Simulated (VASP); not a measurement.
Data:

```yaml
crystal:
  lattice:
    - [3.80203, 0.00000, 0.00000]
    - [0.00000, 3.80203, 0.00000]
    - [0.00000, 0.00000, 3.80203]
  atoms:
    - { symbol: Cd, position: [0.00000, 0.00000, 0.00000] }
    - { symbol: Ni, position: [0.50000, 0.50000, 0.00000] }
    - { symbol: Ni, position: [0.00000, 0.50000, 0.50000] }
    - { symbol: Ni, position: [0.50000, 0.00000, 0.50000] }
    - { symbol: N, position: [0.50000, 0.50000, 0.50000] }
```

All values below come from PBEsol GGA, VASP's PBE PAW potentials (set 64) (plane waves; VASP 6.6.1). Settings: 520 eV cut-off, Gaussian smearing of 0.050 eV, potentials Cd Ni N.

Question: What does the run give for the band gap (along the path) with the smallest direct gap where there is one?

Answer: 
```yaml
band gap (along the path): none (metal, semimetal or under 0.01 eV)
```

Total energies compare only between runs with the same potentials, cut-off and functional.

The structure comes from a computed database's CdNi3N entry (Pm-3m); how it stands against other phases isn't given here. It was relaxed first. The run is not spin-polarised, so no magnetic state was tried. The electron count is odd and the run is not spin-polarised, which forces a metal.
